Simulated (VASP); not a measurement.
Here is a VASP 6.6.1 calculation.

Contents of INCAR:

```
SYSTEM = Sb
PREC = Accurate ; ENCUT = 300
EDIFF = 1E-7 ; ISMEAR = 0
SIGMA = 0.1 ; LREAL = .FALSE.
LASPH = .TRUE. ; NELM = 100
ALGO = Normal ; ISIF = 3
LWAVE = .FALSE. ; LCHARG = .FALSE.
GGA = PS ; IBRION = 2
NSW = 90 ; EDIFFG = -0.005
```

File KPOINTS:

```
Automatic mesh
0
G
  12 12 12
  0 0 0
```

The input POSCAR:

```
Sb
1.0
    2.1506000000      1.2416494900      3.7440000000
   -2.1506000000      1.2416494900      3.7440000000
    0.0000000000     -2.4832989800      3.7440000000
Sb
2
Direct
    0.2336400000      0.2336400000      0.2336400000
    0.7663600000      0.7663600000      0.7663600000
```

Potentials or basis: VASP PAW PBE potentials, release 64 (Sb).

Run with:

```bash
$ cat potpaw_PBE.64/Sb/POTCAR > POTCAR
$ mpirun -np 1 vasp_std > vasp.out
```

Task: Estimate the space group after relaxing (to 0.05 Å).

Result: R-3m (No. 166).

Task: Predict the relaxed cell.

Result: a = 4.447 Å, b = 4.447 Å, c = 4.447 Å, α = 58.20°, β = 58.20°, γ = 58.20°.

Final structure:
```
Sb
1.0
     2.16296    1.24878    3.67973
    -2.16296    1.24878    3.67973
     0.00000   -2.49757    3.67973
Sb
2
Direct
  0.23626 0.23626 0.23626
  0.76374 0.76374 0.76374
```

 Spin-orbit coupling is left out, which matters for the levels of Sb.
